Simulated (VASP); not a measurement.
Method: PBE GGA, VASP's PBE PAW potentials (set 64) (plane waves; VASP 6.6.1).

VASP ran on this input.

INCAR:
```
ALGO = Normal
EDIFF = 1E-6
EDIFFG = -0.02
ENCUT = 620
GGA = PE
IBRION = 2
ISIF = 3
ISMEAR = 0
LASPH = .TRUE.
LCHARG = .FALSE.
LMAXMIX = 4
LREAL = .FALSE.
LWAVE = .FALSE.
NELM = 100
NSW = 40
PREC = Accurate
PSTRESS = 100
SIGMA = 0.05
SYSTEM = BaZrO3
```

POSCAR:
```
BaZrO3
1
    4.1907648673     0.0000000000     0.0000000000
    0.0000000000     4.1907648673     0.0000000000
    0.0000000000     0.0000000000     4.1907648673
Ba Zr O
1 1 3
Direct
  0.0000000000   0.0000000000   0.0000000000
  0.5000000000   0.5000000000   0.5000000000
  0.5000000000   0.0000000000   0.5000000000
  0.0000000000   0.5000000000   0.5000000000
  0.5000000000   0.5000000000   0.0000000000
```

File KPOINTS:
```
K-points
0
gamma
  5 5 5
0 0 0
```

POTCAR, in this order: Ba_sv Zr_sv O (PBE.64 set). Program: vasp_std.

The run wrote:

OSZICAR:
```
       N       E                     dE             d eps       ncg     rms          rms(c)
DAV:   1     0.360391068421E+03    0.36039E+03   -0.25000E+04   480   0.189E+03
DAV:   2    -0.262741817074E+02   -0.38667E+03   -0.38059E+03   592   0.418E+02
DAV:   3    -0.486780558712E+02   -0.22404E+02   -0.22382E+02   744   0.100E+02
DAV:   4    -0.492498581127E+02   -0.57180E+00   -0.57167E+00   720   0.129E+01
DAV:   5    -0.492612418997E+02   -0.11384E-01   -0.11383E-01   672   0.130E+00    0.304E+01
DAV:   6    -0.417050257042E+02    0.75562E+01   -0.47440E+01   584   0.448E+01    0.137E+01
DAV:   7    -0.417068959847E+02   -0.18703E-02   -0.34953E+00   720   0.108E+01    0.783E+00
DAV:   8    -0.416945894525E+02    0.12307E-01   -0.33243E-01   640   0.466E+00    0.749E-01
DAV:   9    -0.416924213401E+02    0.21681E-02   -0.62545E-02   664   0.149E+00    0.446E-01
DAV:  10    -0.416941216290E+02   -0.17003E-02   -0.16836E-02   632   0.116E+00    0.239E-01
DAV:  11    -0.416937296855E+02    0.39194E-03   -0.24051E-03   632   0.425E-01    0.380E-02
DAV:  12    -0.416937814661E+02   -0.51781E-04   -0.17236E-04   624   0.105E-01    0.371E-02
DAV:  13    -0.416937853540E+02   -0.38879E-05   -0.26276E-05   696   0.389E-02    0.534E-03
DAV:  14    -0.416937856740E+02   -0.31996E-06   -0.30306E-06   568   0.138E-02
   1 F= -.37100015E+02 E0= -.37100015E+02  d E =-.371000E+02
       N       E                     dE             d eps       ncg     rms          rms(c)
DAV:   1    -0.424291826152E+02   -0.73540E+00   -0.34735E+01   528   0.512E+01    0.119E+01
DAV:   2    -0.415254733858E+02    0.90371E+00   -0.38103E+00   536   0.131E+01    0.448E+00
DAV:   3    -0.413488083542E+02    0.17667E+00   -0.56096E-01   664   0.605E+00    0.889E-01
DAV:   4    -0.413443688300E+02    0.44395E-02   -0.11915E-01   784   0.181E+00    0.838E-01
DAV:   5    -0.413506854264E+02   -0.63166E-02   -0.70080E-03   736   0.519E-01    0.395E-01
DAV:   6    -0.413545307229E+02   -0.38453E-02   -0.88457E-03   744   0.500E-01    0.891E-02
DAV:   7    -0.413547607042E+02   -0.22998E-03   -0.49021E-04   672   0.129E-01    0.280E-02
DAV:   8    -0.413547909020E+02   -0.30198E-04   -0.10645E-04   608   0.809E-02    0.111E-02
DAV:   9    -0.413547897655E+02    0.11365E-05   -0.62930E-06   640   0.163E-02    0.610E-03
DAV:  10    -0.413547889576E+02    0.80790E-06   -0.13601E-06   480   0.100E-02
   2 F= -.37061265E+02 E0= -.37061265E+02  d E =0.387505E-01
       N       E                     dE             d eps       ncg     rms          rms(c)
DAV:   1    -0.419626679365E+02   -0.60788E+00   -0.11910E+01   528   0.302E+01    0.691E+00
DAV:   2    -0.416688153868E+02    0.29385E+00   -0.14017E+00   576   0.786E+00    0.273E+00
DAV:   3    -0.416013986248E+02    0.67417E-01   -0.18490E-01   640   0.348E+00    0.577E-01
DAV:   4    -0.415983820687E+02    0.30166E-02   -0.63687E-02   752   0.131E+00    0.486E-01
DAV:   5    -0.416002660218E+02   -0.18840E-02   -0.22297E-03   648   0.298E-01    0.278E-01
DAV:   6    -0.416019386152E+02   -0.16726E-02   -0.41481E-03   800   0.369E-01    0.460E-02
DAV:   7    -0.416019938355E+02   -0.55220E-04   -0.39552E-04   648   0.116E-01    0.288E-02
DAV:   8    -0.416019982455E+02   -0.44100E-05   -0.82429E-05   552   0.630E-02    0.644E-03
DAV:   9    -0.416019973108E+02    0.93466E-06   -0.64697E-06   680   0.165E-02
   3 F= -.37132147E+02 E0= -.37132147E+02  d E =-.321322E-01
```

### OUTCAR
```
------------------------ aborting loop because EDIFF is reached ----------------------------------------
  FORCE on cell =-STRESS in cart. coord.  units (eV):
  Direction    XX          YY          ZZ          XY          YZ          ZX
  --------------------------------------------------------------------------------------
  Total        4.4432330      4.4432330      4.4432330     -0.0000000      0.0000000     -0.0000000
  in kB       99.4045212     99.4045212     99.4045212     -0.0000000      0.0000000     -0.0000000
  external PRESSURE =      -0.5954788 kB  Pullay stress =     100.0000000 kB
  volume of cell :       71.61
      direct lattice vectors                 reciprocal lattice vectors
     4.152737795  0.000000000  0.000000000     0.240804994  0.000000000  0.000000000
    -0.000000000  4.152737795  0.000000000    -0.000000000  0.240804994  0.000000000
     0.000000000 -0.000000000  4.152737795    -0.000000000 -0.000000000  0.240804994
 POSITION                                       TOTAL-FORCE (eV/Angst)
 -----------------------------------------------------------------------------------
      0.00000      0.00000      0.00000         0.000000      0.000000      0.000000
      2.07637      2.07637      2.07637        -0.000000     -0.000000      0.000000
      2.07637      0.00000      2.07637         0.000000     -0.000000      0.000000
     -0.00000      2.07637      2.07637        -0.000000     -0.000000      0.000000
      2.07637      2.07637      0.00000         0.000000      0.000000      0.000000
 -----------------------------------------------------------------------------------
    total drift:                                0.000000      0.000000      0.000000
  FREE ENERGIE OF THE ION-ELECTRON SYSTEM (eV)
  ---------------------------------------------------
  free  energy   TOTEN  =       -41.6019973108 eV

  energy  without entropy=      -41.6019973108  energy(sigma->0) =      -41.60199731
  enthalpy is  TOTEN    =       -37.1321473125 eV   P V=        4.4698499983

 reached required accuracy - stopping structural energy minimisation
```
(Selected blocks of OUTCAR.)

### CONTCAR
```
BaZrO3
   1.00000000000000
     4.1527377948874040    0.0000000000000000    0.0000000000000000
    -0.0000000000000000    4.1527377948874040    0.0000000000000000
     0.0000000000000000   -0.0000000000000000    4.1527377948874040
  Ba              Zr              O
     1     1     3
Direct
     0.0000000000000000    0.0000000000000000    0.0000000000000000
     0.5000000000000000    0.5000000000000000    0.5000000000000000
     0.5000000000000000    0.0000000000000000    0.5000000000000000
     0.0000000000000000    0.5000000000000000    0.5000000000000000
     0.5000000000000000    0.5000000000000000    0.0000000000000000
```

Energy and stress use the plane-wave basis of the starting cell.

The compound is BaZrO3 in the cubic perovskite structure. This run relaxes it under an external pressure of 10 GPa. Symmetry was kept, so distortions that lower it aren't found.
